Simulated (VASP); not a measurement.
Runs of VASP 6.6.1 on CdS. The structure is cubic, space group F-43m (No. 216). The conventional cell has a = 5.927 Å, b = 5.927 Å, c = 5.927 Å, α = 90.00°, β = 90.00°, γ = 90.00°. Cd (site symmetry -43m) is surrounded by 4 S at 2.57 Å. S (site symmetry -43m) is surrounded by 4 Cd at 2.57 Å. 

| task | cell | k mesh | cutoff (eV) | smearing | gap on the mesh (eV) | pressure (GPa) | relaxed volume (Å³/atom) |
| --- | --- | --- | --- | --- | --- | --- | --- |
| single point | F-43m, 26.02 Å³/atom | 8 × 8 × 8 | 520 | gaussian 0.02 eV | 1.04 | 0.3 | - |
| relaxation of cell and atoms | relaxed | 8 × 8 × 8 | 600 | gaussian 0.02 eV | 1.03 | 0.0 | 26.14 |
| single point | F-43m, 25.94 Å³/atom | 6 × 6 × 6 | 520 | gaussian 0.1 eV | 1.05 | (a) | - |
| relaxation of cell and atoms | relaxed | 6 × 6 × 6 | 600 | gaussian 0.1 eV | 1.03 | 0.0 | (b) |

Alike in all rows: level PBE; potentials or basis VASP PAW PBE potentials, release 64 (Cd, S); no spin polarisation.

**Question.** Fill in the values left out.

**Answer.** (a) 0.5; (b) 26.15.

A k mesh can miss the band edges, and the runs leave out spin-orbit coupling on Cd.
